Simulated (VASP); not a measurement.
Here is a VASP 6.6.1 calculation.

The input INCAR:

```
PREC = Accurate ; ENCUT = 520
EDIFF = 1E-6 ; ISMEAR = -1
SIGMA = 0.05 ; LREAL = F
LASPH = T ; NELM = 100
ALGO = Fast ; ISIF = 2
LWAVE = F ; LCHARG = F
GGA = PE ; NBANDS = 55
```

Contents of KPOINTS:

```
Automatic mesh
0
Gamma
  2 3 2
```

POSCAR

```
Ca2Si3Ag
1.0
    7.4709490000      1.4503910000      1.2156190000
    0.0996690000      5.7217800000      0.2953480000
   -0.4322470000     -1.0902980000      6.8499120000
Ca Si Ag
4 6 2
Direct
    0.4791549173      0.6673789940      0.4927320420
    0.6687697524      0.0447417538      0.2488925982
    0.0213652139      0.8174771976      0.4910075903
    0.2343426476      0.2476778148      0.4089161259
    0.1019409367      0.2792238491      0.0274160391
    0.0576169401      0.8536247083      0.9131263880
    0.3730723221      0.8230660232      0.9304065940
    0.8025014992      0.2654019572      0.9114467445
    0.8116476531      0.3327013164      0.5507064942
    0.4275283623      0.4564826117      0.1067069436
    0.4959800186      0.1844717663      0.7421070371
    0.7384931378      0.7384173558      0.8230708104
```

Potentials or basis: VASP PAW PBE potentials, release 64 (Ca_sv, Si, Ag).

Run with:

```sh
$ cat potpaw_PBE.64/Ca_sv/POTCAR potpaw_PBE.64/Si/POTCAR potpaw_PBE.64/Ag/POTCAR > POTCAR
$ mpirun -np 1 vasp_std > vasp.out
```

**Question.** What does it give for the band gap on the k mesh?

**Answer.** None (metal or under the smearing width).

**Question.** What does it give for the largest force?

**Answer.** 1.218 eV/Å.

Stress tensor (GPa, compression positive):
```
-2.01 -0.85  2.20
-0.85 -0.67 -0.86
 2.20 -0.86 -2.85
```

Caveat: the k mesh is coarse (spacing up to 0.46 Å⁻¹), so the values aren't converged.
